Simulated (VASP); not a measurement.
A convergence study with VASP on WSi2 (MoSi2 type): one setting is varied, all else stays as given below, so the limit is that of these other settings.

```xyz
3
Lattice="-1.6050 1.6050 3.9150 1.6050 -1.6050 3.9150 1.6050 1.6050 -3.9150" Properties=species:S:1:pos:R:3 pbc="T T T"
Si     0.0000     0.0000     5.2069
Si     0.0000     0.0000     2.6231
W      0.0000     0.0000     0.0000
```

Level of theory: PBE GGA, VASP's PBE PAW potentials (set 64) (plane waves; VASP). The tightest run used: 550 eV cut-off, 19×19×19 Monkhorst-Pack mesh, first-order Methfessel-Paxton smearing of 0.10 eV, potentials Si W_sv.

```json
[
 {"setting": "1×1×1 mesh", "E (eV/atom)": "-5.3653", "pressure (GPa)": "32.09", "largest force (eV/Å)": "0.175", "irreducible k-points": "1"},
 {"setting": "2×2×2 mesh", "E (eV/atom)": "-7.8612", "pressure (GPa)": "11.67", "largest force (eV/Å)": "1.636", "irreducible k-points": "3"},
 {"setting": "3×3×3 mesh", "E (eV/atom)": "-8.1300", "pressure (GPa)": "6.84", "largest force (eV/Å)": "0.584", "irreducible k-points": "6"},
 {"setting": "4×4×4 mesh", "E (eV/atom)": "-8.2372", "pressure (GPa)": "4.72", "largest force (eV/Å)": "0.357", "irreducible k-points": "11"}
]
```

Problem. These are the cheaper rows. Estimate the results at 19×19×19 mesh, and how far the last row shown lies from them.

Solution. 
```
quantity              tightest run  last row shown is off by
--------------------  ------------  ------------------------
E (eV/atom)                -8.2687                    0.0316
pressure (GPa)                3.97                      0.74
largest force (eV/Å)         0.111                     0.246
```

Left out are rungs that failed or repeat a setting and relaxations that didn't move; long series are thinned to 24 rows.

The compound is WSi2 in the MoSi2 type structure. The cell was not relaxed at this level, forces remain on its atoms.
